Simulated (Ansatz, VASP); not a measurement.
**One calculation of NaMgF3, two programs**

Contents of INCAR:

```
SYSTEM = NaMgF3
ALGO = Normal ; EDIFF = 1E-7
ENCUT = 520 ; GGA = CA
ISIF = 2 ; ISMEAR = 0
LASPH = .True. ; LCHARG = .False.
LREAL = .False. ; LWAVE = .False.
NBANDS = 23 ; NELM = 100
PREC = Accurate ; SIGMA = 0.05
```

The input KPOINTS:

```
k-points
0
Gamma
  6 6 6
  0 0 0
```

POSCAR

```
NaMgF3
1.0
    3.9508390000      0.0000000000      0.0000000000
    0.0000000000      3.9508390000      0.0000000000
    0.0000000000      0.0000000000      3.9508390000
Na Mg F
1 1 3
Direct
    0.0000000000      0.0000000000      0.0000000000
    0.5000000000      0.5000000000      0.5379666192
    0.5000000000      0.5000000000      0.0000000000
    0.5000000000      0.0000000000      0.5000000000
    0.0000000000      0.5000000000      0.5000000000
```

Input for Ansatz:

```yaml
crystal:
  lattice:
    - [3.950839, 0.0, 0.0]
    - [0.0, 3.950839, 0.0]
    - [0.0, 0.0, 3.950839]
  atoms:
    - { symbol: Na, position: [0.0, 0.0, 0.0] }
    - { symbol: Mg, position: [0.5, 0.5, 0.5379666192] }
    - { symbol: F, position: [0.5, 0.5, 0.0] }
    - { symbol: F, position: [0.5, 0.0, 0.5] }
    - { symbol: F, position: [0.0, 0.5, 0.5] }
basis:
  ecutwfc: 420
kpoints:
  mp_grid: { grid: [6, 6, 6] }
hamiltonian:
  xc: lda
scf:
  occupations: { method: gaussian, width: 0.05 }
output:
  forces: true
  stress: true
  eigenvalues: true
```

Change from the starting cell: all Mg atoms moved -0.150 Å, as atom 2 towards its neighbour atom 3 (F) at 1.975 Å.

Alike in both runs: task single point; functional LDA; k mesh 6 × 6 × 6; occupations gaussian, width 0.05 eV; no spin polarisation.

|  | VASP | Ansatz |
| --- | --- | --- |
| version | VASP 6.6.1 | Ansatz 0.2.0 |
| potentials or method | VASP PAW LDA potentials, release 64 (Na_pv, Mg, F) | scalar-relativistic, plane waves, PAW |
| plane-wave cutoff (eV) | 520 | 420 |
| valence electrons in the cell | 30 | 40 |

|  | VASP | Ansatz | Ansatz less VASP |
| --- | --- | --- | --- |
| gap on the k mesh at the Fermi level (eV) | 5.57 | 5.60 | +0.025 |
| least direct gap on the mesh (eV) | 6.05 | 6.07 | +0.022 |
| pressure (GPa) | -6.4 | -5.5 | +0.88 |
| largest component of the traceless stress (GPa) | 2.30 | 2.21 | -0.089 |
| rms of the force components (eV/Å) | 0.550 | 0.532 | -0.0172 |

Atom by atom the forces differ by 0.017 eV/Å (rms over components). The two sets of potentials don't hold the same shells in valence.

Caveats: forces of over 1 eV/Å show positions far from the minimum, so gaps and moduli don't describe the material at rest. A k mesh can miss the band edges.
